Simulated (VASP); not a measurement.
Sb2TeO2: relaxation of cell and atoms with PBE

The system is Sb2TeO2.

```
Sb Te O
1.0
     4.10000    0.00000    0.00000
    -2.05000    3.55070    0.00000
     0.00000    0.00000    7.35000
Sb Te O
2 1 2
Cartesian
  0.0000 2.3671 2.0580
  2.0500 1.1836 5.2920
  0.0000 0.0000 0.0000
  2.0500 1.1836 2.7195
  0.0000 2.3671 4.6305
```

The cell was built by a generator and needn't be a form met in nature.

```json
{
  "Program": "VASP 6.6.1",
  "Task": "relaxation of cell and atoms",
  "Functional": "PBE",
  "Potentials or basis": "VASP PAW PBE potentials, release 64 (Sb, Te, O)",
  "Cutoff": "520 eV",
  "k mesh": "4 × 4 × 2",
  "Occupations": "gaussian, width 0.15 eV",
  "Spin": "no spin polarisation",
  "Further INCAR settings": "PREC = Normal; ALGO = Fast; EDIFF = 0.0001; IBRION = 2; EDIFFG = -0.08; NSW = 24; ISIF = 3"
}
```

```json
{
 "Relaxed volume": "20.01 Å³/atom",
 "Relaxed cell": "a = 4.051 Å, b = 4.051 Å, c = 7.041 Å, α = 90.00°, β = 90.00°, γ = 120.00°",
 "Space group after relaxing (to 0.05 Å)": "P-3m1 (No. 164)",
 "Energy gained by relaxing": "129.5 meV/atom",
 "Ionic steps": "9",
 "Pressure after relaxing": "0.2 GPa",
 "Largest force after relaxing": "0.046 eV/Å",
 "Band gap on the k mesh": "0.24 eV, indirect (least direct gap 0.92 eV)"
}
```

Forces in eV/Å, atoms in the order of the input:
```
Sb   0.000  0.000 -0.035
Sb   0.000  0.000  0.035
Te   0.000  0.000  0.000
O    0.000  0.000 -0.046
O    0.000  0.000  0.046
```

Stress tensor (GPa, compression positive):
```
0.06 0.00 0.00
0.00 0.06 0.00
0.00 0.00 0.52
```

The path:
| step | energy change (eV) | largest force (eV/Å) | pressure (GPa) | volume (Å³) |
| --- | --- | --- | --- | --- |
| 1 | 0.0000 | 1.4337 | -6.69 | 107.00 |
| 2 | -0.3422 | 0.9474 | 4.54 | 93.75 |
| 3 | -0.3593 | 0.8855 | 1.92 | 95.90 |
| 4 | -0.5120 | 0.7936 | 1.92 | 96.37 |
| 5 | -0.5802 | 0.6128 | 2.97 | 96.92 |
| 6 | -0.6235 | 0.1662 | -2.05 | 103.37 |
| 7 | -0.6353 | 0.3044 | -0.66 | 101.21 |
| 8 | -0.6474 | 0.1130 | -0.07 | 100.37 |
| 9 | -0.6477 | 0.0464 | 0.22 | 100.06 |

Final structure:
```
Sb Te O
1.0
     4.05098    0.00000    0.00000
    -2.02549    3.50825    0.00000
     0.00000    0.00000    7.04082
Sb Te O
2 1 2
Direct
  0.33333 0.66667 0.30107
  0.66667 0.33333 0.69893
  0.00000 0.00000 0.00000
  0.66667 0.33333 0.39536
  0.33333 0.66667 0.60464
```

Levels at points of the mesh, in eV from the valence-band top:
```
           k point  band 10  band 11  band 12  band 13  band 14  band 15  band 16  band 17  band 18
(0.00, 0.00, 0.00)    -3.60    -3.60    -0.85    -0.85     0.00     1.97     1.97     2.00     2.08
(0.50, 0.00, 0.00)    -3.66    -3.54    -2.76    -1.44    -0.80     1.39     1.74     2.88     3.15
(0.00, 0.00, 0.50)    -3.61    -1.98    -0.67    -0.67    -0.11     0.81     0.81     2.25     2.80
(0.50, 0.00, 0.50)    -4.09    -2.58    -2.29    -1.42    -1.17     0.27     2.66     2.80     3.36
```

Wall time 21 s on 2 MPI ranks on Intel(R) Xeon(R) 6975P-C (Granite Rapids), with other jobs on the host, peak memory 0.15 GiB a rank.

Caveat: the k mesh is coarse (spacing up to 0.44 Å⁻¹), so the values aren't converged; spin-orbit coupling is left out, which moves the levels of the heavy elements; the relaxation stopped at a loose force limit of 0.08 eV/Å, so its end isn't a converged minimum. A k mesh can miss the band edges.
